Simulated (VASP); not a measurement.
Here is the system:

```
CELL_PARAMETERS angstrom
      0.00000     3.00098     3.00098
      3.00098     0.00000     3.00098
      3.00098     3.00098     0.00000
ATOMIC_POSITIONS crystal
  In 0.00000 0.00000 0.00000
  P  0.25000 0.25000 0.25000
```

The numbers are results of PBE GGA, VASP's PBE PAW potentials (set 64) (plane waves; VASP), not measurements. Settings: 300 eV cut-off, 5×5×5 Γ-centred mesh shifted by (0.5, 0.5, 0.5), Gaussian smearing of 0.050 eV, potentials In_d P.

At this cut-off the stress carries a Pulay error, which pulls relaxed volumes low.

Task: What does the run give for the energy per atom (σ→0), pressure?

Result: 
* **energy per atom (σ→0)**: -4.201 eV/atom
* **pressure**: -1.55 GPa

The structure comes from a computed database's InP entry; how it stands against other phases isn't given here. The cell was not relaxed at this level.
